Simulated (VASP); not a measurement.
OSZICAR of a VASP run on Ni (fcc):

File OSZICAR:
```
       N       E                     dE             d eps       ncg     rms          rms(c)
DAV:   1     0.184627773183E+02    0.18463E+02   -0.41333E+03  5388   0.117E+03
DAV:   2    -0.618357753916E+01   -0.24646E+02   -0.23793E+02  5260   0.150E+02
DAV:   3    -0.649311904522E+01   -0.30954E+00   -0.30916E+00  6156   0.217E+01
DAV:   4    -0.649598851765E+01   -0.28695E-02   -0.28693E-02  5930   0.185E+00
DAV:   5    -0.649605671278E+01   -0.68195E-04   -0.68194E-04  6134   0.245E-01    0.990E+00
DAV:   6    -0.582362160365E+01    0.67244E+00   -0.16927E+01  5469   0.671E+01    0.611E+00
DAV:   7    -0.548993451966E+01    0.33369E+00   -0.29045E+00  5504   0.259E+01    0.189E+00
DAV:   8    -0.547483863474E+01    0.15096E-01   -0.17604E-02  7487   0.153E+00    0.950E-01
DAV:   9    -0.547235896024E+01    0.24797E-02   -0.17492E-03  7584   0.414E-01    0.250E-01
DAV:  10    -0.547176905685E+01    0.58990E-03   -0.77053E-04  7409   0.252E-01    0.342E-02
DAV:  11    -0.547177178794E+01   -0.27311E-05   -0.16154E-05  6529   0.435E-02    0.291E-02
DAV:  12    -0.547177212704E+01   -0.33910E-06   -0.65100E-07  2979   0.108E-02
   1 F= -.54717721E+01 E0= -.54719356E+01  d E =0.490297E-03  mag=     0.5944
```

Which electronic solver shows in the log?

It is blocked Davidson (ALGO = Normal, or the opening steps of other solvers). The INCAR had ALGO = Normal.

How was spin treated?

Collinear spin (ISPIN = 2): the summary line carries one mag value, 0.59 μB in the cell.

Can the final energy be trusted as converged?

The run converged. It stopped with EDIFF = 1E-6, NELM = 100 (PBE GGA, plane waves, VASP's PBE PAW potentials (set 64)).

The compound is Ni in the fcc structure. The cell was not relaxed at this level. The run is one of a series of settings (LREAL = Auto against the base run), some of them coarse on purpose.
